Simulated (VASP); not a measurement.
These are PBE GGA, VASP's PBE PAW potentials (set 64) (plane waves; VASP) values and carry that method's errors.

VASP ran on this input.

INCAR:
```
# general
SYSTEM   = ZrC
PREC     = Accurate
ENCUT    = 520
LREAL    = .False.
LASPH    = .True.
KSPACING = 0.35
KGAMMA   = .True.

# electronic loop
EDIFF    = 1E-6
NELM     = 100
ALGO     = Normal
LMAXMIX  = 4

# smearing
ISMEAR   = 1
SIGMA    = 0.1

# functional
GGA      = PE

# ions
ISIF     = 2

# output
LWAVE    = .False.
LCHARG   = .False.
```

**POSCAR**
```
ZrC
1
    0.0000000000     2.2987910000     2.3369170000
    2.3725850000     0.0000000000     2.3369170000
    2.3725850000     2.2987910000     0.0000000000
Zr C
1 1
Direct
  0.0000000000   0.0000000000   0.0000000000
  0.4802910000   0.5197090000   0.5197090000
```

POTCAR, in this order: Zr_sv C (PBE.64 set). Program: vasp_std.

The run wrote:

OUTCAR:
```
 ion  position               nearest neighbor table
   1  0.000  0.000  0.000-   2 2.28   2 2.30   2 2.30   2 2.34   2 2.34   2 2.47
   2  0.480  0.520  0.520-   1 2.28   1 2.30   1 2.30   1 2.34   1 2.34   1 2.47
  LATTYP: Found a face centered orthorhombic cell.
 ALAT       =     4.5975820000
 B/A-ratio  =     1.0165852398
 C/A-ratio  =     1.0321012219
 Subroutine PRICEL returns:
 Original cell was already a primitive cell.
 Subroutine GETGRP returns: Found  4 space group operations
The static configuration has the point symmetry C_2v.
The dynamic configuration has the point symmetry C_2v.
 Subroutine INISYM returns: Found  4 space group operations
 Subroutine IBZKPT returns following result:
 Found     64 irreducible k-points:

 Following reciprocal coordinates:
            Coordinates               Weight
  0.000000  0.000000  0.000000      1.000000
  0.142857  0.000000  0.000000      8.000000
  0.285714  0.000000  0.000000      8.000000
  0.428571 -0.000000 -0.000000      8.000000
  0.142857  0.142857  0.000000      2.000000
  0.285714  0.142857  0.000000      8.000000
  0.428571  0.142857 -0.000000      8.000000
 -0.428571  0.142857  0.000000      8.000000
 -0.285714  0.142857  0.000000      8.000000
 -0.142857  0.142857 -0.000000      4.000000
  0.285714  0.285714  0.000000      2.000000
  0.428571  0.285714 -0.000000      8.000000
 -0.428571  0.285714  0.000000      8.000000
 -0.285714  0.285714 -0.000000      4.000000
  0.428571  0.428571  0.000000      2.000000
 -0.428571  0.428571  0.000000      4.000000
  0.142857  0.000000  0.142857      2.000000
  0.285714  0.000000  0.142857      8.000000
  0.428571 -0.000000  0.142857      8.000000
 -0.428571  0.000000  0.142857      8.000000
 -0.285714 -0.000000  0.142857      8.000000
 -0.142857  0.000000  0.142857      4.000000
  0.000000  0.142857  0.142857      2.000000
  0.285714  0.142857  0.142857      4.000000
  0.428571  0.142857  0.142857      8.000000
 -0.428571  0.142857  0.142857      8.000000
 -0.285714  0.142857  0.142857      8.000000
 -0.142857  0.142857  0.142857      8.000000
  0.428571  0.285714  0.142857      4.000000
 -0.428571  0.285714  0.142857      8.000000
 -0.285714  0.285714  0.142857      8.000000
 -0.142857  0.285714  0.142857      4.000000
  0.285714  0.428571  0.142857      4.000000
 -0.428571  0.428571  0.142857      4.000000
 -0.285714  0.428571  0.142857      4.000000
  0.285714 -0.428571  0.142857      8.000000
  0.428571 -0.428571  0.142857      4.000000
  0.285714 -0.285714  0.142857      8.000000
  0.428571 -0.285714  0.142857      4.000000
  0.285714 -0.142857  0.142857      4.000000
   k-points           NKPTS =     64   k-points in BZ     NKDIM =     64   number of bands    NBANDS=     12
   number of dos      NEDOS =    301   number of ions     NIONS =      2
   total plane-waves  NPLWV =  18816
   dimension x,y,z NGX =    24 NGY =   28 NGZ =   28
   dimension x,y,z NGXF=    48 NGYF=   56 NGZF=   56
   ions per type =               1   1
   PREC   = accura    normal or accurate (medium, high low for compatibility)
   ISTART =      0    job   : 0-new  1-cont  2-samecut
   ICHARG =      2    charge: 1-file 2-atom 10-const
   ISPIN  =      1    spin polarized calculation?
   LNONCOLLINEAR =      F non collinear calculations
   LSORBIT =      F    spin-orbit coupling
   INIWAV =      1    electr: 0-lowe 1-rand  2-diag
   ENCUT  =  520.0 eV  38.22 Ry    6.18 a.u.   6.10  6.19  6.14*2*pi/ulx,y,z
   NELM   =    100;   NELMIN=  2; NELMDL= -5     # of ELM steps
   EDIFF  = 0.1E-05   stopping-criterion for ELM
   LREAL  =      F    real-space projection
...
```

**OSZICAR**
```
       N       E                     dE             d eps       ncg     rms          rms(c)
DAV:   1     0.109948399259E+03    0.10995E+03   -0.89785E+03  1536   0.135E+03
DAV:   2    -0.168359529276E+02   -0.12678E+03   -0.11951E+03  1792   0.337E+02
DAV:   3    -0.226153255401E+02   -0.57794E+01   -0.56854E+01  2228   0.653E+01
DAV:   4    -0.228711736392E+02   -0.25585E+00   -0.25559E+00  2040   0.126E+01
DAV:   5    -0.228754075387E+02   -0.42339E-02   -0.42337E-02  2160   0.159E+00    0.222E+01
DAV:   6    -0.195283344023E+02    0.33471E+01   -0.16268E+01  1708   0.285E+01    0.850E+00
DAV:   7    -0.194147823777E+02    0.11355E+00   -0.72647E-01  1808   0.693E+00    0.621E+00
DAV:   8    -0.194086934772E+02    0.60889E-02   -0.12796E-01  1720   0.348E+00    0.150E+00
DAV:   9    -0.194052222913E+02    0.34712E-02   -0.25941E-02  1948   0.114E+00    0.453E-01
DAV:  10    -0.194056363873E+02   -0.41410E-03   -0.19402E-03  1848   0.570E-01    0.347E-01
DAV:  11    -0.194054754005E+02    0.16099E-03   -0.58258E-04  1720   0.204E-01    0.189E-02
DAV:  12    -0.194054738557E+02    0.15448E-05   -0.11693E-05  2392   0.350E-02    0.124E-02
DAV:  13    -0.194054733438E+02    0.51192E-06   -0.58648E-07  1012   0.648E-03
   1 F= -.19405473E+02 E0= -.19405566E+02  d E =0.277956E-03
```

File OUTCAR:
```
------------------------ aborting loop because EDIFF is reached ----------------------------------------
  FORCE on cell =-STRESS in cart. coord.  units (eV):
  Direction    XX          YY          ZZ          XY          YZ          ZX
  --------------------------------------------------------------------------------------
  Total        0.3401605      1.9417245      0.8751262      0.0000000      0.0000000      0.0000000
  in kB       21.3796139    122.0404020     55.0030424      0.0000000      0.0000000      0.0000000
  external PRESSURE =      66.1410194 kB  Pullay stress =       0.0000000 kB
  volume of cell :       25.49
      direct lattice vectors                 reciprocal lattice vectors
     0.000000000  2.298791000  2.336917000    -0.210740606  0.217505637  0.213957107
     2.372585000  0.000000000  2.336917000     0.210740606 -0.217505637  0.213957107
     2.372585000  2.298791000  0.000000000     0.210740606  0.217505637 -0.213957107
 POSITION                                       TOTAL-FORCE (eV/Angst)
 -----------------------------------------------------------------------------------
      0.00000      0.00000      0.00000         0.521192      0.000000      0.000000
      2.46611      2.29879      2.33692        -0.521192      0.000000      0.000000
 -----------------------------------------------------------------------------------
    total drift:                                0.000039      0.000000     -0.000001
  FREE ENERGIE OF THE ION-ELECTRON SYSTEM (eV)
  ---------------------------------------------------
  free  energy   TOTEN  =       -19.4054733438 eV

  energy  without entropy=      -19.4057513002  energy(sigma->0) =      -19.40556600
```
(Selected blocks of OUTCAR.)

The compound is ZrC in the rock salt structure. The cell was not relaxed at this level, atoms are displaced from their ideal sites. The run is one of a series of settings (KGAMMA = .TRUE., KSPACING = 0.35, KPOINTS file removed against the base run), some of them coarse on purpose.
